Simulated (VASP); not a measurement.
# A VASP study of MgGaPSe (PBEsol + D3(BJ)): structure first, properties next, part 6 of 8

What structure does MgGaPSe take at this level, and what are its properties? The cell is invented: it takes the structure of a Materials Project entry for ZnGaPS (space group 160 there), with some of its atoms replaced by other elements, volume scaled by an estimate. It may not be a known or stable phase. The atoms of the start are displaced at random from the sites of a R3m cell.

VASP 6.6.1; PBEsol with D3(BJ); plane waves and PAW (Se, Ga_d, P, Mg); invented cell.

So far, gap on the k-mesh (eV): step 2 (rough relaxation of the start cell) 1.52; step 3 (relaxing cell and atoms (PBEsol + D3(BJ))) 1.54; step 6 (total and projected DOS (PBEsol + D3(BJ))) 1.54.

## Step 8: Vibrations at Γ (PBEsol + D3(BJ))

Zone-centre modes test whether the atoms sit at a minimum within this cell. IBRION = 6 takes the force constants from differences of forces between displaced cells, so the forces must be tight.

Contents of INCAR:

```
SYSTEM = MgGaPSe
PREC = Accurate
ENCUT = 400
EDIFF = 1E-08
NELM = 100
ISMEAR = -1
SIGMA = 0.05
LREAL = .FALSE.
ALGO = Normal
GGA = PS
IVDW = 12
NBANDS = 19
LORBIT = 11
LWAVE = .FALSE.
LCHARG = .FALSE.
KPAR = 2
IBRION = 6
NFREE = 2
POTIM = 0.015
ISIF = 2
NSW = 1
```

Contents of POSCAR:

```
MgGaPSe
1.0
    3.3957904926     -1.9605671365      0.0002746655
    3.3957904926      1.9605671365      0.0002746655
   -2.2613127420      0.0000000000      6.6937267810
Se Ga P Mg
1 1 1 1
Direct
    0.6164393817      0.6164393817      0.8592685506
    0.4952956285      0.4952956285      0.4928603086
    0.1278096726      0.1278096726      0.3902155306
    0.0021781652      0.0021781652      0.0167696102
```

Contents of KPOINTS:

```
Automatic mesh
0
Gamma
7 7 4
0 0 0
```

PAW data sets: Se, Ga_d, P and Mg (PBE family, release 64).

Launch:

```bash
$ mpirun -np 2 vasp_std
```

Output:

```text
[... set-up lines as in an earlier step ...]
 entering main loop
       N       E                     dE             d eps       ncg     rms          rms(c)
DAV:   1     0.138672851255E+03    0.13867E+03   -0.10347E+04  2292   0.129E+03
DAV:   2    -0.305548132347E+01   -0.14173E+03   -0.13608E+03  2559   0.295E+02
DAV:   3    -0.177329874762E+02   -0.14678E+02   -0.14559E+02  2790   0.882E+01
DAV:   4    -0.181375658853E+02   -0.40458E+00   -0.40382E+00  3038   0.156E+01
DAV:   5    -0.181447918378E+02   -0.72260E-02   -0.72237E-02  2752   0.183E+00    0.507E+00
DAV:   6    -0.175547401709E+02    0.59005E+00   -0.10640E+00  3521   0.168E+01    0.323E+00
DAV:   7    -0.174713849238E+02    0.83355E-01   -0.44132E-01  2702   0.354E+00    0.128E+00
DAV:   8    -0.174691877415E+02    0.21972E-02   -0.28094E-02  2836   0.210E+00    0.260E-01
DAV:   9    -0.174695087422E+02   -0.32100E-03   -0.29018E-03  3118   0.781E-01    0.126E-01
DAV:  10    -0.174695351972E+02   -0.26455E-04   -0.31287E-04  2683   0.123E-01    0.642E-02
DAV:  11    -0.174696049692E+02   -0.69772E-04   -0.64787E-05  2557   0.685E-02    0.251E-02
DAV:  12    -0.174696113651E+02   -0.63959E-05   -0.11266E-05  2717   0.242E-02    0.817E-03
DAV:  13    -0.174696115030E+02   -0.13788E-06   -0.22209E-06  2991   0.105E-02    0.188E-03
DAV:  14    -0.174696115194E+02   -0.16382E-07   -0.34250E-07  2835   0.619E-03    0.796E-04
DAV:  15    -0.174696115618E+02   -0.42365E-07   -0.58981E-08  2543   0.147E-03    0.611E-04
DAV:  16    -0.174696115378E+02    0.23992E-07   -0.58962E-09  1721   0.581E-04    0.426E-04
DAV:  17    -0.174696115377E+02    0.70941E-10   -0.20741E-09  1350   0.349E-04
   1 F= -.18580642E+02 E0= -.18580642E+02  d E =-.695587E-08
 Found    12 degrees of freedom:
 Finite differences POTIM= 0.01500 DOF=  12
 bond charge predicted
       N       E                     dE             d eps       ncg     rms          rms(c)
DAV:   1    -0.174685075354E+02    0.11040E-02   -0.20532E-01  2316   0.177E+00    0.105E-01
DAV:   2    -0.174689079506E+02   -0.40042E-03   -0.45394E-03  2608   0.336E-01    0.396E-02
DAV:   3    -0.174688894970E+02    0.18454E-04   -0.55610E-05  2956   0.438E-02    0.269E-02
DAV:   4    -0.174688800936E+02    0.94034E-05   -0.44244E-05  2534   0.307E-02    0.666E-03
DAV:   5    -0.174688802774E+02   -0.18381E-06   -0.61428E-06  2538   0.135E-02    0.283E-03
DAV:   6    -0.174688802359E+02    0.41424E-07   -0.22824E-07  3040   0.281E-03    0.151E-03
DAV:   7    -0.174688802189E+02    0.17092E-07   -0.61662E-08  2650   0.119E-03    0.484E-04
DAV:   8    -0.174688802191E+02   -0.27467E-09   -0.12681E-08  2185   0.562E-04
   2 F= -.18579911E+02 E0= -.18579911E+02  d E =-.697620E-08
[... from here on, the cycles between the ionic steps are left out ...]
   3 F= -.18579891E+02 E0= -.18579891E+02  d E =-.697663E-08
   4 F= -.18579902E+02 E0= -.18579901E+02  d E =-.697881E-08
   5 F= -.18579902E+02 E0= -.18579901E+02  d E =-.697907E-08
   6 F= -.18579579E+02 E0= -.18579579E+02  d E =-.642408E-08
   7 F= -.18579584E+02 E0= -.18579584E+02  d E =-.755079E-08
   8 F= -.18579631E+02 E0= -.18579631E+02  d E =-.753198E-08
   9 F= -.18579582E+02 E0= -.18579582E+02  d E =-.750083E-08
  10 F= -.18579609E+02 E0= -.18579609E+02  d E =-.751827E-08
  11 F= -.18579609E+02 E0= -.18579609E+02  d E =-.751826E-08
  12 F= -.18579489E+02 E0= -.18579489E+02  d E =-.708219E-08
  13 F= -.18579635E+02 E0= -.18579635E+02  d E =-.707114E-08
  14 F= -.18579514E+02 E0= -.18579514E+02  d E =-.745289E-08
  15 F= -.18579655E+02 E0= -.18579655E+02  d E =-.747108E-08
  16 F= -.18579586E+02 E0= -.18579586E+02  d E =-.746371E-08
  17 F= -.18579586E+02 E0= -.18579586E+02  d E =-.746398E-08
  18 F= -.18579542E+02 E0= -.18579542E+02  d E =-.681126E-08
  19 F= -.18579544E+02 E0= -.18579544E+02  d E =-.719331E-08
  20 F= -.18579988E+02 E0= -.18579988E+02  d E =-.697117E-08
  21 F= -.18579904E+02 E0= -.18579904E+02  d E =-.697809E-08
  22 F= -.18579946E+02 E0= -.18579946E+02  d E =-.697410E-08
  23 F= -.18579946E+02 E0= -.18579946E+02  d E =-.697411E-08
  24 F= -.18579726E+02 E0= -.18579726E+02  d E =-.779905E-08
 Finite differences progress:
  Degree of freedom:  12/ 12
  Displacement:        1/  2
  Total:              23/ 24
 bond charge predicted
       N       E                     dE             d eps       ncg     rms          rms(c)
DAV:   1    -0.174684604025E+02    0.23381E-03   -0.44620E-02  2280   0.106E+00    0.106E-01
DAV:   2    -0.174685781429E+02   -0.11774E-03   -0.20949E-03  3075   0.260E-01    0.468E-02
DAV:   3    -0.174685395115E+02    0.38631E-04   -0.88641E-05  2733   0.608E-02    0.286E-02
DAV:   4    -0.174685183224E+02    0.21189E-04   -0.73621E-05  2878   0.600E-02    0.106E-02
DAV:   5    -0.174685183486E+02   -0.26182E-07   -0.22602E-05  2942   0.289E-02    0.779E-03
DAV:   6    -0.174685186315E+02   -0.28294E-06   -0.47956E-06  2493   0.128E-02    0.459E-03
DAV:   7    -0.174685185502E+02    0.81360E-07   -0.29451E-07  2973   0.338E-03    0.262E-03
DAV:   8    -0.174685185161E+02    0.34094E-07   -0.15732E-07  2658   0.228E-03    0.124E-03
DAV:   9    -0.174685185192E+02   -0.31505E-08   -0.31862E-08  2498   0.121E-03
  25 F= -.18579546E+02 E0= -.18579546E+02  d E =-.629300E-08
 Finite differences progress:
  Degree of freedom:  12/ 12
  Displacement:        2/  2
  Total:              24/ 24
```

Elapsed: 14 min, on 2 MPI ranks of AMD EPYC 7R43, shared host; peak memory 0.76 GiB.

Parts of OUTCAR (step 8):

```text
   NELECT =      26.0000    total number of electrons

 Edisp (eV)   -1.11103

 E-fermi :   3.6474

 k-point     1 :       0.0000    0.0000    0.0000
  band No.  band energies     occupation
    ...
      9       2.0056      2.00000
     10       2.0061      2.00000
     11       2.6457      2.00000
     12       2.8380      2.00000
     13       2.8385      2.00000
     14       4.3895      0.00000
     15       5.9602      0.00000
     16       7.4948      0.00000
     17       7.4957      0.00000
     18       8.0111      0.00000
    ...

 Edisp (eV)   -1.11103

  Total       0.08246     0.07768    -0.07797     0.00000     0.00000     0.00083
  in kB       1.48222     1.39636    -1.40153     0.00000     0.00000     0.01500
  external pressure =        0.49 kB  Pullay stress =        0.00 kB

 POSITION                                       TOTAL-FORCE (eV/Angst)
 -----------------------------------------------------------------------------------
      2.24352      0.00000      5.75205         0.001087      0.000000     -0.040208
      2.24933      0.00000      3.29934         0.000840      0.000000     -0.031706
     -0.01437      0.00000      2.61207        -0.004229      0.000000     -0.066119
     -0.02313      0.00000      0.09725         0.002302      0.000000      0.138033
 -----------------------------------------------------------------------------------
    total drift:                                0.000617     -0.000000      0.000528

  FREE ENERGIE OF THE ION-ELECTRON SYSTEM (eV)
  ---------------------------------------------------
  free  energy   TOTEN  =       -18.5795463769 eV

  energy  without entropy=      -18.5795463706  energy(sigma->0) =      -18.57954637

   1 f  =   11.137563 THz    69.979371 2PiTHz  371.509106 cm-1    46.061238 meV
             X         Y         Z           dx          dy          dz
      2.243523  0.000000  5.752048    -0.001813   -0.000000   -0.044671
      2.249329  0.000000  3.299344     0.004665    0.000000    0.027423
     -0.014370  0.000000  2.612066    -0.008559   -0.000000   -0.644991
     -0.023128  0.000000  0.112252     0.005109    0.000000    0.762309

   2 f  =   10.254660 THz    64.431928 2PiTHz  342.058634 cm-1    42.409846 meV
             X         Y         Z           dx          dy          dz
      2.243523  0.000000  5.752048    -0.006983   -0.000000    0.001005
      2.249329  0.000000  3.299344     0.545186    0.000000   -0.000865
     -0.014370  0.000000  2.612066    -0.837482   -0.000000    0.006210
     -0.023128  0.000000  0.112252     0.035332    0.000000   -0.007649

   3 f  =   10.246646 THz    64.381573 2PiTHz  341.791304 cm-1    42.376702 meV
             X         Y         Z           dx          dy          dz
      2.243523  0.000000  5.752048     0.000000   -0.006885   -0.000000
      2.249329  0.000000  3.299344    -0.000000    0.545177    0.000000
     -0.014370  0.000000  2.612066     0.000000   -0.837561   -0.000000
     -0.023128  0.000000  0.112252    -0.000000    0.035010    0.000000

   4 f  =    9.020287 THz    56.676137 2PiTHz  300.884397 cm-1    37.304894 meV
             X         Y         Z           dx          dy          dz
      2.243523  0.000000  5.752048    -0.488364    0.000000    0.000366
      2.249329  0.000000  3.299344    -0.015828    0.000000   -0.000218
     -0.014370  0.000000  2.612066     0.030613   -0.000000    0.003265
     -0.023128  0.000000  0.112252     0.871945   -0.000000   -0.003772

   5 f  =    9.016567 THz    56.652760 2PiTHz  300.760294 cm-1    37.289507 meV
             X         Y         Z           dx          dy          dz
      2.243523  0.000000  5.752048    -0.000000   -0.488362   -0.000000
      2.249329  0.000000  3.299344    -0.000000   -0.015556   -0.000000
     -0.014370  0.000000  2.612066     0.000000    0.030337   -0.000000
     -0.023128  0.000000  0.112252     0.000000    0.871975   -0.000000

   6 f  =    7.736347 THz    48.608899 2PiTHz  258.056744 cm-1    31.994944 meV
             X         Y         Z           dx          dy          dz
      2.243523  0.000000  5.752048     0.000205    0.000000    0.252024
      2.249329  0.000000  3.299344    -0.000406    0.000000    0.481047
     -0.014370  0.000000  2.612066    -0.000230   -0.000000   -0.639770
     -0.023128  0.000000  0.112252     0.000173   -0.000000   -0.543849

   7 f  =    6.778872 THz    42.592908 2PiTHz  226.118827 cm-1    28.035149 meV
             X         Y         Z           dx          dy          dz
      2.243523  0.000000  5.752048     0.000942    0.000000   -0.739595
      2.249329  0.000000  3.299344    -0.000697    0.000000    0.653544
     -0.014370  0.000000  2.612066    -0.001429   -0.000000    0.149425
     -0.023128  0.000000  0.112252     0.000738   -0.000000    0.059563

   8 f  =    1.633268 THz    10.262125 2PiTHz   54.479954 cm-1     6.754650 meV
             X         Y         Z           dx          dy          dz
      2.243523  0.000000  5.752048     0.607359    0.000000    0.004065
      2.249329  0.000000  3.299344    -0.604909   -0.000000    0.001187
     -0.014370  0.000000  2.612066    -0.384377   -0.000000    0.002550
     -0.023128  0.000000  0.112252     0.342680    0.000000    0.000886

   9 f  =    1.626099 THz    10.217084 2PiTHz   54.240837 cm-1     6.725004 meV
             X         Y         Z           dx          dy          dz
      2.243523  0.000000  5.752048     0.000000   -0.609804    0.000000
      2.249329  0.000000  3.299344    -0.000000    0.602612    0.000000
     -0.014370  0.000000  2.612066    -0.000000    0.382875    0.000000
     -0.023128  0.000000  0.112252     0.000000   -0.344100    0.000000

  10 f/i=    0.005768 THz     0.036244 2PiTHz    0.192415 cm-1     0.023856 meV
             X         Y         Z           dx          dy          dz
      2.243523  0.000000  5.752048     0.000000    0.624174    0.000000
      2.249329  0.000000  3.299344     0.000000    0.582580    0.000000
     -0.014370  0.000000  2.612066     0.000000    0.388558    0.000000
     -0.023128  0.000000  0.112252     0.000000    0.346453    0.000000

  11 f/i=    0.006560 THz     0.041218 2PiTHz    0.218818 cm-1     0.027130 meV
             X         Y         Z           dx          dy          dz
      2.243523  0.000000  5.752048     0.429840   -0.000000    0.450998
      2.249329  0.000000  3.299344     0.401859   -0.000000    0.423041
     -0.014370  0.000000  2.612066     0.267998   -0.000000    0.282736
     -0.023128  0.000000  0.112252     0.238574   -0.000000    0.250407

  12 f/i=    0.015844 THz     0.099548 2PiTHz    0.528485 cm-1     0.065524 meV
             X         Y         Z           dx          dy          dz
      2.243523  0.000000  5.752048    -0.455851    0.000000    0.429034
      2.249329  0.000000  3.299344    -0.418443    0.000000    0.402189
     -0.014370  0.000000  2.612066    -0.279361    0.000000    0.268993
     -0.023128  0.000000  0.112252    -0.253159    0.000000    0.238305

 ELASTIC MODULI CONTR FROM IONIC RELAXATION (kBar)
 Direction    XX          YY          ZZ          XY          YZ          ZX
 --------------------------------------------------------------------------------
 XX        -289.6379     81.2922    157.0218     -0.0000      0.0000   -161.2235
 YY          81.2922   -290.6938    156.3669      0.0000     -0.0000    162.7424
 ZZ         157.0218    156.3669   -267.9867      0.0000     -0.0000      0.5577
 XY          -0.0000      0.0000      0.0000   -186.0625    162.1131     -0.0000
 YZ           0.0000     -0.0000     -0.0000    162.1131   -148.6367      0.0000
 ZX        -161.2235    162.7424      0.5577     -0.0000      0.0000   -149.6162
 --------------------------------------------------------------------------------

[... 9 parts as in an earlier step ...]

[... 9 further parts left out ...]
```

CONTCAR:

```
MgGaPSe
   1.00000000000000
     3.3957904926000002   -1.9605671364999999    0.0002746655000000
     3.3957904926000002    1.9605671364999999    0.0002746655000000
    -2.2613127419999999    0.0000000000000000    6.6937267809999996
  Se              Ga              P               Mg
     1     1     1     1
Direct
     0.6164393816999976    0.6164393816999976    0.8592685505999995
     0.4952956285000027    0.4952956285000027    0.4928603086000010
     0.1278096726000015    0.1278096726000015    0.3902155306000026
     0.0014320581276545    0.0014320581276545    0.0145287672987291
```

This step gave:

```
pressure of the cell      : -0.001051 GPa
largest force of the cell : 0.006710 eV/Å
```

Transverse limit, no LO-TO splitting. The modes at Γ (shares of kinetic energy by element, %):

```csv
mode,frequency (cm⁻¹),symmetry,Se %,Ga %,P %,Mg %
1,-0.5,acoustic,39,34,15,12
2,-0.2,acoustic,39,34,15,12
3,-0.2,acoustic,39,34,15,12
4,54.2,A'',37,36,15,12
5,54.5,A',37,37,15,12
6,226.1,A',55,43,2,0
7,258.1,A',6,23,41,30
8,300.8,A'',24,0,0,76
9,300.9,A',24,0,0,76
10,341.8,A'',0,30,70,0
11,342.1,A',0,30,70,0
12,371.5,A',0,0,42,58
```

Displacements in mode 4 (54.2 cm⁻¹), the largest set to 1:
```
Se1  0.00 -0.95  0.00
Ga2  0.00  1.00  0.00
P3   0.00  0.95  0.00
Mg4  0.00 -0.97  0.00
```

Displacements in mode 6 (226.1 cm⁻¹), the largest set to 1:
```
Se1  0.00  0.00 -1.00
Ga2  0.00  0.00  0.94
P3   0.00  0.00  0.32
Mg4  0.00  0.00  0.15
```

The three acoustic modes lie within 0.5 cm⁻¹ of zero, and all others are real. By the characters of their eigenvectors the optical modes sort into (cm⁻¹) Raman active: A'' 54, A' 54, A' 226, A' 258, A'' 301, A' 301, A'' 342, A' 342, A' 372; infrared active: A'' 54, A' 54, A' 226, A' 258, A'' 301, A' 301, A'' 342, A' 342, A' 372.

[end of part 6 of 8]

[Lines on the potential files, build, host, timing and source positions are cut from VASP's logs without a mark.]

[Logs are printed without paths, hosts, clocks, repeated set-up lines and the standing remarks that a program may print on its own settings, such as how far it seeks lower states.]

[Hosts, paths, dates, database ids (printed as entryN), source tags and the programs' standing remarks are cut or masked in the printed files.]

[A measured line is paired with the nearest computed mode of its activity, which favours agreement.]

[In band tables of VASP the shares of atoms and orbitals are scaled to a sum of 1 inside the atoms' spheres.]
